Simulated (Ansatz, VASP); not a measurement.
Given: the input of a run of Ansatz 0.2.0 on Mg3Te. The cell comes from a database or a generator and needn't be the stable form of this composition.

input.yaml

```yaml
crystal:
  lattice:
    - [-2.13936, 2.13936, 5.282488]
    - [2.13936, -2.13936, 5.282488]
    - [2.13936, 2.13936, -5.282488]
  atoms:
    - { symbol: Te, position: [0.0, 0.0, 0.0] }
    - { symbol: Mg, position: [0.25, 0.75, 0.5] }
    - { symbol: Mg, position: [0.75, 0.25, 0.5] }
    - { symbol: Mg, position: [0.5, 0.5, 0.0] }
kpoints:
  mp_grid: { grid: [9, 9, 9] }
scf:
  occupations: { method: fermi_dirac, width: 0.05 }
hamiltonian:
  xc: pbesol
  pseudopotentials: { kind: all_electron, lapw: { basis_error: 0.001 } }
output:
  forces: true
  stress: true
  eigenvalues: true
  populations: true
```

Potentials or basis: all-electron LAPW, scalar-relativistic.

Command:

```console
$ ansatz run input.yaml --threads 2 --pin off --max-ram 8192MiB --backend cpu --events-out ev --progress --plain --runs-dir out
```

Question: Set up the same calculation for VASP 6.6.1. Potentials or basis there: PBE PAW files Mg, Te, 520 eV.

Answer: As run (cutoffs and basis follow the program's own potentials, and thresholds, step limits or extra output files can differ):

Contents of INCAR:

```
ALGO = Normal
EDIFF = 1E-7
ENCUT = 520
GGA = PS
ISIF = 2
ISMEAR = -1
LASPH = True
LCHARG = False
LREAL = False
LWAVE = False
NBANDS = 14
NELM = 80
PREC = Accurate
SIGMA = 0.05
```

KPOINTS

```
k-points
0
Gamma
  9 9 9
```

The input POSCAR:

```
Mg3Te
1.0
   -2.1393600000      2.1393600000      5.2824880000
    2.1393600000     -2.1393600000      5.2824880000
    2.1393600000      2.1393600000     -5.2824880000
Te Mg
1 3
Direct
    0.0000000000      0.0000000000      0.0000000000
    0.2500000000      0.7500000000      0.5000000000
    0.7500000000      0.2500000000      0.5000000000
    0.5000000000      0.5000000000      0.0000000000
```

Potentials or basis: VASP PAW PBE potentials, release 64 (Te, Mg).

Launch:

```bash
$ cat potpaw_PBE.64/Te/POTCAR potpaw_PBE.64/Mg/POTCAR > POTCAR
$ mpirun -np 1 vasp_std > vasp.out
```

Both were run:

|  | Ansatz | VASP |
| --- | --- | --- |
| Pressure | -1.1 GPa | -1.1 GPa |

VASP's potentials were made for PBE.

Where Ansatz's input types no cutoff or centring, it takes its own default and a Γ-centred mesh.

Pressure is positive in compression.
